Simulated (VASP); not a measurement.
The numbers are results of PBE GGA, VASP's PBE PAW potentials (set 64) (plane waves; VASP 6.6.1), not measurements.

VASP input:

### INCAR
```
# general
SYSTEM   =  Zn
PREC     =  Accurate
ENCUT    =  520
LREAL    =  .FALSE.
LASPH    =  .TRUE.

# electronic loop
EDIFF    =  1E-7
NELM     =  100
ALGO     =  Normal
LMAXMIX  =  4

# smearing
ISMEAR   =  1
SIGMA    =  0.1

# functional
GGA      =  PE

# ions
IBRION   =  2
NSW      =  30
ISIF     =  4
EDIFFG   =  -0.01

# output
LWAVE    =  .FALSE.
LCHARG   =  .FALSE.
```

### POSCAR
```
Zn
1
    1.3116698695    -2.2718792823     0.0000000000
    1.3116698695     2.2718792823     0.0000000000
    0.0000000000     0.0000000000     4.7671823453
Zn
2
Direct
  0.3333330000   0.6666670000   0.2500000000
  0.6666670000   0.3333330000   0.7500000000
```

### KPOINTS
```
Automatic mesh
0
Gamma
16 16 8
0 0 0
```

POTCAR, in this order: Zn (PBE.64 set). Program: vasp_std.

The run wrote:

### OSZICAR
```
       N       E                     dE             d eps       ncg     rms          rms(c)
DAV:   1     0.939219025460E+02    0.93922E+02   -0.12840E+04  4936   0.242E+03
DAV:   2     0.141480771207E+00   -0.93780E+02   -0.92641E+02  4904   0.301E+02
DAV:   3    -0.243134572515E+01   -0.25728E+01   -0.25682E+01  5896   0.612E+01
DAV:   4    -0.243859669549E+01   -0.72510E-02   -0.72505E-02  5728   0.322E+00
DAV:   5    -0.243860677443E+01   -0.10079E-04   -0.10079E-04  5848   0.997E-02    0.466E+00
DAV:   6    -0.221097405998E+01    0.22763E+00   -0.10819E+00  4968   0.238E+01    0.338E+00
DAV:   7    -0.219967907951E+01    0.11295E-01   -0.33531E-02  6096   0.347E+00    0.172E+00
DAV:   8    -0.219437248085E+01    0.53066E-02   -0.17677E-03  6648   0.754E-01    0.468E-02
DAV:   9    -0.219436972816E+01    0.27527E-05   -0.26504E-04  6840   0.254E-01    0.324E-02
DAV:  10    -0.219437234287E+01   -0.26147E-05   -0.25746E-05  5280   0.706E-02    0.298E-03
DAV:  11    -0.219437212516E+01    0.21771E-06   -0.11149E-07  5000   0.422E-03    0.180E-03
DAV:  12    -0.219437174474E+01    0.38042E-06   -0.32140E-08  3120   0.401E-03    0.102E-04
DAV:  13    -0.219437174501E+01   -0.26876E-09   -0.82311E-09  2872   0.934E-04
   1 F= -.21943717E+01 E0= -.21943127E+01  d E =-.219437E+01
       N       E                     dE             d eps       ncg     rms          rms(c)
DAV:   1    -0.219762305699E+01   -0.32513E-02   -0.62566E-02  5584   0.241E+00    0.342E-01
DAV:   2    -0.219578477242E+01    0.18383E-02   -0.17544E-03  5248   0.834E-01    0.206E-01
DAV:   3    -0.219477692793E+01    0.10078E-02   -0.12738E-03  6728   0.655E-01    0.219E-02
DAV:   4    -0.219478866698E+01   -0.11739E-04   -0.14298E-04  5160   0.143E-01    0.135E-02
DAV:   5    -0.219478813224E+01    0.53473E-06   -0.11970E-06  5832   0.305E-02    0.151E-03
DAV:   6    -0.219478812119E+01    0.11056E-07   -0.11348E-07  3032   0.513E-03
   2 F= -.21947881E+01 E0= -.21948079E+01  d E =-.416376E-03
       N       E                     dE             d eps       ncg     rms          rms(c)
DAV:   1    -0.219555419066E+01   -0.76606E-03   -0.15556E-02  5600   0.120E+00    0.171E-01
DAV:   2    -0.219509926469E+01    0.45493E-03   -0.43460E-04  5224   0.415E-01    0.103E-01
DAV:   3    -0.219484545762E+01    0.25381E-03   -0.31790E-04  6720   0.327E-01    0.109E-02
DAV:   4    -0.219484856916E+01   -0.31115E-05   -0.35781E-05  5128   0.717E-02    0.670E-03
DAV:   5    -0.219484833367E+01    0.23549E-06   -0.29740E-07  5376   0.158E-02    0.785E-04
DAV:   6    -0.219484834353E+01   -0.98603E-08   -0.30500E-08  2616   0.294E-03
   3 F= -.21948483E+01 E0= -.21948942E+01  d E =-.476599E-03
```

**OUTCAR**
```
------------------------ aborting loop because EDIFF is reached ----------------------------------------
  FORCE on cell =-STRESS in cart. coord.  units (eV):
  Direction    XX          YY          ZZ          XY          YZ          ZX
  --------------------------------------------------------------------------------------
  Total        1.0001594      1.0001598      1.0036800      0.0000000      0.0000000      0.0000000
  in kB       56.3998912     56.3999138     56.5984181      0.0000000      0.0000000      0.0000000
  external PRESSURE =      56.4660744 kB  Pullay stress =       0.0000000 kB
  volume of cell :       28.41
      direct lattice vectors                 reciprocal lattice vectors
     1.308663687 -2.266672449 -0.000000000     0.382069133 -0.220587673  0.000000000
     1.308663687  2.266672449 -0.000000000     0.382069133  0.220587673 -0.000000000
     0.000000000  0.000000000  4.789109202     0.000000000 -0.000000000  0.208807099
 POSITION                                       TOTAL-FORCE (eV/Angst)
 -----------------------------------------------------------------------------------
      1.30866      0.75556      1.19728        -0.000000      0.000000     -0.000000
      1.30866     -0.75556      3.59183         0.000000     -0.000000      0.000000
 -----------------------------------------------------------------------------------
    total drift:                                0.000012      0.000066      0.000004
  FREE ENERGIE OF THE ION-ELECTRON SYSTEM (eV)
  ---------------------------------------------------
  free  energy   TOTEN  =        -2.1948483435 eV

  energy  without entropy=       -2.1949859736  energy(sigma->0) =       -2.19489422

 reached required accuracy - stopping structural energy minimisation
```
(Selected blocks of OUTCAR.)

CONTCAR:
```
Zn
   1.00000000000000
     1.3086636872577611   -2.2666724489721193   -0.0000000000000000
     1.3086636872577611    2.2666724489721193   -0.0000000000000000
     0.0000000000000000    0.0000000000000000    4.7891092016400387
  Zn
     2
Direct
     0.3333330000000032    0.6666669999999968    0.2500000000000000
     0.6666669999999968    0.3333330000000032    0.7500000000000000
```

The compound is Zn in the hcp structure. This cell is one point of a volume scan, at 0.94 of the reference volume. Symmetry was kept, so distortions that lower it aren't found.
